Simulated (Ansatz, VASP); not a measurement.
## Two plane-wave programs on CsAgAs

```
CELL_PARAMETERS angstrom
4.46893 0.00000 0.00000
-2.23447 3.87021 0.00000
0.00000 0.00000 5.87003
ATOMIC_POSITIONS crystal
Cs 0.66667 0.33333 0.50000
Ag 0.00000 0.00000 0.00000
As 0.33333 0.66667 0.00000
```

Alike in both runs: functional PBE; k mesh 12 × 12 × 8; occupations fermi-dirac, width 0.15 eV; no spin polarisation.

Ansatz relaxed the structure, and its values are those at the end. VASP's run is a single point on that final structure, the one shown.

|  | VASP | Ansatz |
| --- | --- | --- |
| version | VASP 6.6.1 | Ansatz 0.2.0 |
| potentials or method | VASP PAW PBE potentials, release 64 (Cs_sv, Ag, As) | scalar-relativistic, plane waves, PAW |
| plane-wave cutoff (eV) | 520 | 420 |
| valence electrons in the cell | 25 | 43 |

```csv
,VASP,Ansatz,Ansatz less VASP
gap on the k mesh at the Fermi level (eV),none,none,-
pressure (GPa),0.0,0.0,-0.04
```

A gap of «none» marks a metal or a gap that the smearing closes. The two sets of potentials don't hold the same shells in valence.

Spin-orbit coupling is left out, which matters for the levels of Cs.
